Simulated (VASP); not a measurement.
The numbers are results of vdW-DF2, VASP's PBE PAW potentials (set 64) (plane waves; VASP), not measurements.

VASP input:

INCAR:
```
ISMEAR = 1   # Methfessel-Paxton
NELM = 100   # most electronic steps
GGA = ML
AGGAC = 0.0
EDIFF = 1E-6   # SCF stop (eV)
LCHARG = .FALSE.
NSW = 60
IBRION = 2   # conjugate gradients
EDIFFG = -0.02
ISIF = 3   # ions, shape and volume
LUSE_VDW = .TRUE.
ALGO = Normal   # blocked Davidson
ZAB_VDW = -1.8867
LREAL = .FALSE.   # projection in real space or not
SYSTEM = C
SIGMA = 0.1   # width (eV)
LASPH = .TRUE.   # aspherical one-centre terms
PREC = Accurate
ENCUT = 520
LWAVE = .FALSE.
```

File POSCAR:
```
C
1
    1.2384286029    -2.1450207584     0.0000000000
    1.2384286029     2.1450207584     0.0000000000
    0.0000000000     0.0000000000     7.0306054228
C
4
Direct
  0.0000000000   0.0000000000   0.2500000000
  0.0000000000   0.0000000000   0.7500000000
  0.3333330000   0.6666670000   0.2500000000
  0.6666670000   0.3333330000   0.7500000000
```

KPOINTS:
```
K-points
0
G
 13 13 4
0 0 0
```

POTCAR, in this order: C (PBE.64 set). Program: vasp_std.

Problem. What will the output report for the number of irreducible k-points (NKPTS), largest plane-wave count, number of space-group operations, FFT grid (NGX, NGY, NGZ)?

Solution. 
The number of irreducible k-points (NKPTS) is 63. The largest plane-wave count comes out as 1024 and the number of space-group operations is 24. The FFT grid (NGX, NGY, NGZ) is 18 × 18 × 54.

The compound is C in the graphite structure. It was relaxed first, which changed the volume by +6 %. The start is the result of an earlier pass.
